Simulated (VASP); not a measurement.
All values below come from LDA (Ceperley-Alder, Perdew-Zunger), VASP's LDA PAW potentials (set 64) (plane waves; VASP).

Gaps are without spin-orbit coupling.

| Property | Value |
|---|---|
| volume per atom | 19.52 Å³/atom |
| band gap (over mesh and band path) | 0.89 eV |
| smallest direct gap (over mesh and band path) | 0.95 eV |

Q: Which relaxed crystal gives these values?
A) TlCl, Pm-3m (221)
B) CdI2, P-3m1 (164)
C) KI, Fm-3m (225)
D) MgS2, C2/m (12)

A: D, MgS2, C2/m (12)
